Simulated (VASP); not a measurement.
These are r2SCAN meta-GGA, VASP's PBE PAW potentials (set 64) (plane waves; VASP) values and carry that method's errors.

VASP ran on this input.

**INCAR**
```
ALGO  =  Normal
EDIFF  =  1E-6
EDIFFG  =  -0.01
ENCUT  =  400
IBRION  =  2
ISIF  =  3
ISMEAR  =  1
LASPH  =  .TRUE.
LCHARG  =  .FALSE.
LMAXMIX  =  4
LMIXTAU  =  .TRUE.
LREAL  =  .FALSE.
LWAVE  =  .FALSE.
METAGGA  =  R2SCAN
NELM  =  100
NSW  =  60
PREC  =  Accurate
SIGMA  =  0.1
SYSTEM  =  NbTe
```

**POSCAR**
```
NbTe
1
    0.0000000000     3.1246488665     3.1246488665
    3.1246488665    -0.0000000000     3.1246488665
    3.1246488665     3.1246488665    -0.0000000000
Nb Te
1 1
Direct
  1.0000000000   0.0000000000   1.0000000000
  0.2500000000   0.2500000000   0.2500000000
```

File KPOINTS:
```
Automatic mesh
0
Gamma
9 9 9
0 0 0
```

POTCAR, in this order: Nb_sv Te (PBE.64 set). Program: vasp_std.

What VASP printed:

### OSZICAR
```
       N       E                     dE             d eps       ncg     rms          rms(c)
DAV:   1     0.822276948783E+02    0.82228E+02   -0.81267E+03   942   0.108E+03
DAV:   2    -0.480119553750E+02   -0.13024E+03   -0.12775E+03  1175   0.351E+02
DAV:   3    -0.559511781751E+02   -0.79392E+01   -0.77816E+01  1521   0.717E+01
DAV:   4    -0.563745499773E+02   -0.42337E+00   -0.42186E+00  1350   0.153E+01
DAV:   5    -0.563958935658E+02   -0.21344E-01   -0.21336E-01  1515   0.286E+00    0.834E+00
DAV:   6    -0.492664330910E+02    0.71295E+01   -0.42832E+00  1333   0.249E+01    0.368E+00
DAV:   7    -0.490943410583E+02    0.17209E+00   -0.10913E+00  1030   0.893E+00    0.219E+00
DAV:   8    -0.486804233223E+02    0.41392E+00   -0.83255E-01  1010   0.759E+00    0.113E+00
DAV:   9    -0.487606163626E+02   -0.80193E-01   -0.54295E-02  1279   0.231E+00    0.521E-01
DAV:  10    -0.490451078022E+02   -0.28449E+00   -0.11274E-01  1040   0.352E+00    0.277E-01
DAV:  11    -0.490635596831E+02   -0.18452E-01   -0.12522E-02  1490   0.973E-01    0.191E-01
DAV:  12    -0.490738433377E+02   -0.10284E-01   -0.17245E-03  1188   0.412E-01    0.123E-01
DAV:  13    -0.490820322127E+02   -0.81889E-02   -0.48824E-03  1020   0.593E-01    0.118E-01
DAV:  14    -0.490854953307E+02   -0.34631E-02   -0.17823E-03  1302   0.363E-01    0.558E-02
DAV:  15    -0.490854658525E+02    0.29478E-04   -0.12054E-03  1060   0.275E-01    0.530E-02
DAV:  16    -0.490855673051E+02   -0.10145E-03   -0.91573E-05  1512   0.787E-02    0.487E-02
DAV:  17    -0.490858289712E+02   -0.26167E-03   -0.24586E-04  1073   0.118E-01    0.282E-02
DAV:  18    -0.490858285287E+02    0.44246E-06   -0.57168E-05  1426   0.544E-02    0.131E-02
DAV:  19    -0.490858562413E+02   -0.27713E-04   -0.17011E-05  1065   0.348E-02    0.104E-02
DAV:  20    -0.490858606003E+02   -0.43589E-05   -0.15295E-06   786   0.132E-02    0.758E-03
DAV:  21    -0.490858600690E+02    0.53128E-06   -0.10407E-06   585   0.105E-02
   1 F= -.49085860E+02 E0= -.49086714E+02  d E =-.490859E+02
       N       E                     dE             d eps       ncg     rms          rms(c)
DAV:   1    -0.490893590428E+02   -0.34984E-02   -0.11049E-01  1100   0.453E+00    0.407E-01
DAV:   2    -0.490860607178E+02    0.32983E-02   -0.16260E-02  1159   0.145E+00    0.173E-01
DAV:   3    -0.490857645013E+02    0.29622E-03   -0.10551E-03  1432   0.328E-01    0.634E-02
DAV:   4    -0.490856858473E+02    0.78654E-04   -0.57692E-04  1621   0.177E-01    0.428E-02
DAV:   5    -0.490857318715E+02   -0.46024E-04   -0.14486E-04  1153   0.122E-01    0.305E-02
DAV:   6    -0.490857640369E+02   -0.32165E-04   -0.68633E-05  1112   0.779E-02    0.110E-02
DAV:   7    -0.490857919405E+02   -0.27904E-04   -0.54712E-05  1556   0.492E-02    0.785E-03
DAV:   8    -0.490857940031E+02   -0.20626E-05   -0.28876E-06  1043   0.156E-02    0.500E-03
DAV:   9    -0.490857934028E+02    0.60029E-06   -0.85723E-07   565   0.789E-03
   2 F= -.49085793E+02 E0= -.49086646E+02  d E =0.666662E-04
       N       E                     dE             d eps       ncg     rms          rms(c)
DAV:   1    -0.490872042309E+02   -0.14102E-02   -0.40623E-02  1105   0.275E+00    0.244E-01
DAV:   2    -0.490860301377E+02    0.11741E-02   -0.59329E-03  1161   0.874E-01    0.105E-01
DAV:   3    -0.490859240431E+02    0.10609E-03   -0.38456E-04  1395   0.200E-01    0.384E-02
DAV:   4    -0.490858889754E+02    0.35068E-04   -0.22252E-04  1586   0.110E-01    0.262E-02
DAV:   5    -0.490859018762E+02   -0.12901E-04   -0.53242E-05  1140   0.734E-02    0.184E-02
DAV:   6    -0.490859094859E+02   -0.76097E-05   -0.23421E-05  1080   0.455E-02    0.699E-03
DAV:   7    -0.490859144807E+02   -0.49948E-05   -0.19891E-05  1524   0.297E-02    0.455E-03
DAV:   8    -0.490859151054E+02   -0.62471E-06   -0.67501E-07   630   0.786E-03
   3 F= -.49085915E+02 E0= -.49086768E+02  d E =-.550364E-04
```

### OUTCAR
```
------------------------ aborting loop because EDIFF is reached ----------------------------------------
  FORCE on cell =-STRESS in cart. coord.  units (eV):
  Direction    XX          YY          ZZ          XY          YZ          ZX
  --------------------------------------------------------------------------------------
  Total        0.0017876      0.0017876      0.0017876     -0.0000000     -0.0000000     -0.0000000
  in kB        0.0470291      0.0470291      0.0470291     -0.0000000     -0.0000000     -0.0000000
  external PRESSURE =       0.0470291 kB  Pullay stress =       0.0000000 kB
  volume of cell :       60.90
      direct lattice vectors                 reciprocal lattice vectors
    -0.000000000  3.122699711  3.122699711    -0.160117862  0.160117862  0.160117862
     3.122699711  0.000000000  3.122699711     0.160117862 -0.160117862  0.160117862
     3.122699711  3.122699711  0.000000000     0.160117862  0.160117862 -0.160117862
 POSITION                                       TOTAL-FORCE (eV/Angst)
 -----------------------------------------------------------------------------------
      0.00000      0.00000      0.00000        -0.000000     -0.000000      0.000000
      1.56135      1.56135      1.56135         0.000000      0.000000     -0.000000
 -----------------------------------------------------------------------------------
    total drift:                                0.000000      0.000000      0.000000
  FREE ENERGIE OF THE ION-ELECTRON SYSTEM (eV)
  ---------------------------------------------------
  free  energy   TOTEN  =       -49.0859151054 eV

  energy  without entropy=      -49.0884728832  energy(sigma->0) =      -49.08676770

 reached required accuracy - stopping structural energy minimisation
```
(Selected blocks of OUTCAR.)

**CONTCAR**
```
NbTe
   1.00000000000000
    -0.0000000000000000    3.1226997107053416    3.1226997107053416
     3.1226997107053416    0.0000000000000000    3.1226997107053416
     3.1226997107053416    3.1226997107053416    0.0000000000000000
  Nb              Te
     1     1
Direct
     0.0000000000000000    0.0000000000000000    0.0000000000000000
     0.2500000000000000    0.2500000000000000    0.2500000000000000
```

The structure was generated: NbTe was put into the zinc blende type (F-43m), which need not be its known phase. This run relaxes it. Symmetry was kept, so distortions that lower it aren't found. The start is the result of an earlier pass. The electron count is odd and the run is not spin-polarised, which forces a metal.
